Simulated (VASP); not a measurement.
These are r2SCAN meta-GGA, VASP's PBE PAW potentials (set 64) (plane waves; VASP) values and carry that method's errors.

VASP input:

POSCAR:
```
MgH2
1.0
  4.4344810119   0.0000000000   0.0000000000
  0.0000000000   4.4344810119   0.0000000000
  0.0000000000   0.0000000000   2.9610157870
Mg H
2 4
Cart
  4.4344810119   0.0000000000   0.0000000000
  2.2172405059   2.2172405059   1.4805078935
  1.3499773794   1.3499773794   0.0000000000
  3.5672178853   0.8672631266   1.4805078935
  0.8672631266   3.5672178853   1.4805078935
  3.0845036325   3.0845036325   0.0000000000
```

File KPOINTS:
```
Automatic
0
G
  5 5 7
0 0 0
```

### INCAR
```
ISIF = 4
NSW = 30   # most ionic steps
EDIFFG = -0.01   # ionic stop
ALGO = Normal   # blocked Davidson
LREAL = .FALSE.   # projection in real space or not
NELM = 100   # most electronic steps
ISMEAR = 0   # Gaussian
LMIXTAU = .TRUE.
EDIFF = 1E-7   # SCF stop (eV)
LASPH = .TRUE.   # aspherical one-centre terms
METAGGA = R2SCAN
SYSTEM = MgH2
ENCUT = 520   # plane-wave cut-off (eV)
LWAVE = .FALSE.
IBRION = 2   # conjugate gradients
SIGMA = 0.05
PREC = Accurate
LCHARG = .FALSE.
```

POTCAR, in this order: Mg H (PBE.64 set). Program: vasp_std.

The resulting files:

### OSZICAR
```
       N       E                     dE             d eps       ncg     rms          rms(c)
DAV:   1    -0.381506437607E+01   -0.38151E+01   -0.33250E+03   384   0.787E+02
DAV:   2    -0.246134835593E+02   -0.20798E+02   -0.19809E+02   488   0.855E+01
DAV:   3    -0.253352674942E+02   -0.72178E+00   -0.72178E+00   528   0.222E+01
DAV:   4    -0.253371351834E+02   -0.18677E-02   -0.18677E-02   528   0.115E+00
DAV:   5    -0.253371454910E+02   -0.10308E-04   -0.10308E-04   520   0.613E-02    0.657E+00
DAV:   6    -0.238444056348E+02    0.14927E+01   -0.47426E-01   392   0.564E+00    0.364E+00
DAV:   7    -0.238089163315E+02    0.35489E-01   -0.82075E-01   416   0.838E+00    0.503E-01
DAV:   8    -0.242150953740E+02   -0.40618E+00   -0.24702E-01   384   0.479E+00    0.376E-01
DAV:   9    -0.236903584766E+02    0.52474E+00   -0.23485E-01   384   0.434E+00    0.195E-01
DAV:  10    -0.237187367921E+02   -0.28378E-01   -0.40611E-02   384   0.326E+00    0.307E-02
DAV:  11    -0.237164798454E+02    0.22569E-02   -0.48804E-04   504   0.324E-01    0.288E-02
DAV:  12    -0.237222848908E+02   -0.58050E-02   -0.17161E-03   384   0.775E-01    0.515E-02
DAV:  13    -0.237180293676E+02    0.42555E-02   -0.97596E-04   400   0.416E-01    0.141E-02
DAV:  14    -0.237180201057E+02    0.92619E-05   -0.28105E-05   480   0.938E-02    0.124E-02
DAV:  15    -0.237179987902E+02    0.21315E-04   -0.90836E-06   432   0.505E-02    0.932E-03
DAV:  16    -0.237180088978E+02   -0.10108E-04   -0.20797E-05   384   0.533E-02    0.210E-03
DAV:  17    -0.237180096288E+02   -0.73108E-06   -0.10161E-06   488   0.130E-02    0.130E-03
DAV:  18    -0.237180093995E+02    0.22936E-06   -0.62973E-08   416   0.297E-03    0.927E-04
DAV:  19    -0.237180094154E+02   -0.15934E-07   -0.20517E-07   384   0.644E-03
   1 F= -.23718009E+02 E0= -.23718009E+02  d E =-.237180E+02
       N       E                     dE             d eps       ncg     rms          rms(c)
DAV:   1    -0.237182389112E+02   -0.22951E-03   -0.14712E-03   504   0.299E-01    0.165E-02
DAV:   2    -0.237182385570E+02    0.35418E-06   -0.96086E-06   400   0.309E-02    0.104E-02
DAV:   3    -0.237182424758E+02   -0.39188E-05   -0.85956E-06   400   0.378E-02    0.948E-04
DAV:   4    -0.237182408104E+02    0.16654E-05   -0.21165E-06   384   0.211E-02    0.711E-04
DAV:   5    -0.237182431648E+02   -0.23544E-05   -0.10806E-06   384   0.128E-02    0.446E-04
DAV:   6    -0.237182399910E+02    0.31738E-05   -0.45679E-07   384   0.791E-03    0.887E-05
DAV:   7    -0.237182400290E+02   -0.38005E-07   -0.15219E-08   192   0.162E-03
   2 F= -.23718240E+02 E0= -.23718240E+02  d E =-.230614E-03
       N       E                     dE             d eps       ncg     rms          rms(c)
DAV:   1    -0.237184391114E+02   -0.19912E-03   -0.72256E-03   504   0.662E-01    0.366E-02
DAV:   2    -0.237184393406E+02   -0.22924E-06   -0.46991E-05   400   0.677E-02    0.231E-02
DAV:   3    -0.237184617546E+02   -0.22414E-04   -0.41214E-05   400   0.827E-02    0.210E-03
DAV:   4    -0.237184525164E+02    0.92381E-05   -0.94681E-06   384   0.445E-02    0.157E-03
DAV:   5    -0.237184661665E+02   -0.13650E-04   -0.54260E-06   384   0.285E-02    0.111E-03
DAV:   6    -0.237184486715E+02    0.17495E-04   -0.26213E-06   384   0.190E-02    0.195E-04
DAV:   7    -0.237184488316E+02   -0.16016E-06   -0.74845E-08   376   0.349E-03    0.105E-04
DAV:   8    -0.237184487645E+02    0.67095E-07   -0.14041E-08   200   0.185E-03
   3 F= -.23718449E+02 E0= -.23718449E+02  d E =-.439349E-03
```

OUTCAR:
```
------------------------ aborting loop because EDIFF is reached ----------------------------------------
  FORCE on cell =-STRESS in cart. coord.  units (eV):
  Direction    XX          YY          ZZ          XY          YZ          ZX
  --------------------------------------------------------------------------------------
  Total        0.5307583      0.5307583      0.5341534     -0.0000000      0.0000000      0.0000000
  in kB       14.6043109     14.6043109     14.6977299     -0.0000000      0.0000000      0.0000000
  external PRESSURE =      14.6354506 kB  Pullay stress =       0.0000000 kB
  volume of cell :       58.23
      direct lattice vectors                 reciprocal lattice vectors
     4.425844117 -0.000000000  0.000000000     0.225945599  0.000000000  0.000000000
    -0.000000000  4.425844117  0.000000000     0.000000000  0.225945599  0.000000000
     0.000000000  0.000000000  2.972583721     0.000000000  0.000000000  0.336407682
 POSITION                                       TOTAL-FORCE (eV/Angst)
 -----------------------------------------------------------------------------------
     -0.00000      0.00000      0.00000         0.000000      0.000000     -0.000000
      2.21292      2.21292      1.48629         0.000000      0.000000     -0.000000
      1.34719      1.34719      0.00000         0.004915      0.004915     -0.000000
      3.56011      0.86573      1.48629         0.004915     -0.004915     -0.000000
      0.86573      3.56011      1.48629        -0.004915      0.004915     -0.000000
      3.07866      3.07866      0.00000        -0.004915     -0.004915      0.000000
 -----------------------------------------------------------------------------------
    total drift:                                0.000000      0.000000      0.000000
  FREE ENERGIE OF THE ION-ELECTRON SYSTEM (eV)
  ---------------------------------------------------
  free  energy   TOTEN  =       -23.7184487645 eV

  energy  without entropy=      -23.7184487645  energy(sigma->0) =      -23.71844876

 reached required accuracy - stopping structural energy minimisation
```
(Selected blocks of OUTCAR.)

**CONTCAR**
```
MgH2
   1.00000000000000
     4.4258441168708575   -0.0000000000000000    0.0000000000000000
    -0.0000000000000000    4.4258441168708575    0.0000000000000000
     0.0000000000000000    0.0000000000000000    2.9725837208294017
  Mg              H
     2     4
Direct
     0.0000000000000000    0.0000000000000000    0.0000000000000000
     0.5000000000000000    0.5000000000000000    0.5000000000000000
     0.3043913106163340    0.3043913106163340    0.0000000000000000
     0.8043913106163341    0.1956086893836660    0.5000000000000000
     0.1956086893836660    0.8043913106163341    0.5000000000000000
     0.6956086893836659    0.6956086893836659    0.0000000000000000
```

### OUTCAR
```
 val. band max:       -0.7012574971   @ k =   0.2000   0.0000   0.0000

 cond. band min:       3.9047297495   @ k =   0.4000   0.4000   0.4286


 Fermi energy:        -0.4881715155

 k-point     1 :       0.0000    0.0000    0.0000
  band No.  band energies     occupation
      1      -7.4516      2.00000
      2      -2.1783      2.00000
      3      -2.1783      2.00000
      4      -1.0524      2.00000
      5       4.5503      0.00000
      6       5.2042      0.00000
      7       9.5293      0.00000
      8       9.5293      0.00000

 k-point     2 :       0.2000    0.0000    0.0000
  band No.  band energies     occupation
      1      -7.1675      2.00000
      2      -3.3564      2.00000
      3      -1.9944      2.00000
      4      -0.7013      2.00000
      5       4.7653      0.00000
      6       5.9540      0.00000
      7       7.8448      0.00000
      8      10.2511      0.00000

 k-point     3 :       0.4000    0.0000    0.0000
  band No.  band energies     occupation
      1      -6.3308      2.00000
      2      -5.0018      2.00000
      3      -1.4995      2.00000
      4      -0.9141      2.00000
      5       4.9809      0.00000
      6       6.0537      0.00000
      7       8.7243      0.00000
      8      11.6492      0.00000

 k-point     4 :       0.2000    0.2000    0.0000
  band No.  band energies     occupation
      1      -6.8872      2.00000
      2      -3.4165      2.00000
      3      -2.7534      2.00000
      4      -0.7513      2.00000
      5       5.5173      0.00000
      6       6.0933      0.00000
      7       8.3212      0.00000
      8      10.1432      0.00000

 k-point     5 :       0.4000    0.2000    0.0000
  band No.  band energies     occupation
      1      -6.0644      2.00000
      2      -4.7738      2.00000
      3      -2.3528      2.00000
      4      -1.4753      2.00000
      5       6.0094      0.00000
      6       6.9473      0.00000
      7       9.0674      0.00000
...
```

The compound is MgH2 in the rutile structure. This cell is one point of a volume scan, at 0.97 of the reference volume. Symmetry was kept, so distortions that lower it aren't found.
